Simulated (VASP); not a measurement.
Sb2Mo, 3 atoms in the cell. Symmetry: P-3m1, No. 164, trigonal system. The conventional cell has a = 3.748 Å, b = 3.748 Å, c = 5.141 Å, α = 90.00°, β = 90.00°, γ = 120.00°. Around Mo (site symmetry -3m) lie 6 Sb at 2.52 Å. Around Sb (site symmetry 3m) lie 3 Mo at 2.52 Å. The cell was built by a generator and needn't be a form met in nature.

```yaml
Program: VASP 6.6.1
Task: single point
Functional: LDA
Potentials_or_basis: VASP PAW LDA potentials, release 64 (Mo_sv, Sb)
Cutoff: 520 eV
k_mesh: 10 × 10 × 7
Occupations: fermi-dirac, width 0.1 eV
Spin: no spin polarisation
Dipole_correction: no
Further_INCAR_settings: ALGO = Fast; EDIFF = 1e-07; NBANDS = 19
```

Potentials or basis: VASP PAW LDA potentials, release 64 (Mo_sv, Sb).

The run is started by

```sh
$ cat potpaw_LDA.64/Mo_sv/POTCAR potpaw_LDA.64/Sb/POTCAR > POTCAR
$ mpirun -np 1 vasp_std > vasp.out
```

Hardware: 1 thread of Intel(R) Xeon(R) Platinum 8559C (Emerald Rapids), on a shared host.

Task: Estimate the wall time of this run.

Result: Wall time 120 s on 1 thread of Intel(R) Xeon(R) Platinum 8559C (Emerald Rapids), with other jobs on the host, peak memory 0.32 GiB. Counts: scf iterations 15, k points 196.
